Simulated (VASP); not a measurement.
An input for Quantum ESPRESSO's pw.x (written as the equivalent of a VASP run, and not itself run):

```
&CONTROL
  calculation = 'vc-relax'
  pseudo_dir = './pseudo'
  outdir = './out'
  tprnfor = .true.
  tstress = .true.
  nstep = 40
  forc_conv_thr = 0.00078
/
&SYSTEM
  ibrav = 0
  nat = 4
  ntyp = 1
  ecutwfc = 44
  occupations = 'smearing'
  smearing = 'gaussian'
  degauss = 0.003675
  input_dft = 'pbe'
/
&ELECTRONS
  conv_thr = 7.3e-08
  electron_maxstep = 100
/
&IONS
/
&CELL
/
ATOMIC_SPECIES
  P 30.974 P.upf
CELL_PARAMETERS angstrom
     1.6576545   -5.5697358    0.0000000
     1.6576545    5.5697358    0.0000000
     0.0000000    0.0000000    4.5456535
ATOMIC_POSITIONS crystal
  P    0.0950317  0.9049683  0.9137347
  P    0.4049683  0.5950317  0.4137347
  P    0.5950317  0.4049683  0.5862653
  P    0.9049683  0.0950317  0.0862653
K_POINTS automatic
  7 7 5 0 0 0
```

Question: Translate this input to VASP (INCAR, KPOINTS, POSCAR, choice of POTCAR).

Answer: One answer among several that fit: 
POSCAR:
```
P
1
    1.6576545499    -5.5697358439     0.0000000000
    1.6576545499     5.5697358439     0.0000000000
    0.0000000000     0.0000000000     4.5456535202
P
4
Direct
  0.0950316668   0.9049683332   0.9137346582
  0.4049683332   0.5950316668   0.4137346582
  0.5950316668   0.4049683332   0.5862653418
  0.9049683332   0.0950316668   0.0862653418
```

**KPOINTS**
```
Automatic mesh
0
Gamma
7 7 5
0 0 0
```

INCAR:
```
ALGO  =  Normal
EDIFF  =  1E-6
EDIFFG  =  -0.02
ENCUT  =  500
GGA  =  PE
IBRION  =  2
ISIF  =  3
ISMEAR  =  0
LASPH  =  .TRUE.
LCHARG  =  .FALSE.
LREAL  =  .FALSE.
LWAVE  =  .FALSE.
NELM  =  100
NSW  =  40
PREC  =  Accurate
SIGMA  =  0.05
SYSTEM  =  P
```

POTCAR, in this order: P (PBE.64 set). Program: vasp_std.

Limits of the translation: the potentials are each code's own (VASP's PAW set, PseudoDojo norm-conserving files in pw.x), so ENCUT and ecutwfc are chosen apart and not converted; conv_thr bounds pw.x's estimated SCF error, while EDIFF bounds the energy change between steps; forc_conv_thr acts on force components and is met together with etot_conv_thr.

The compound is P in the black structure. It was relaxed first, which changed the volume by +10 %.
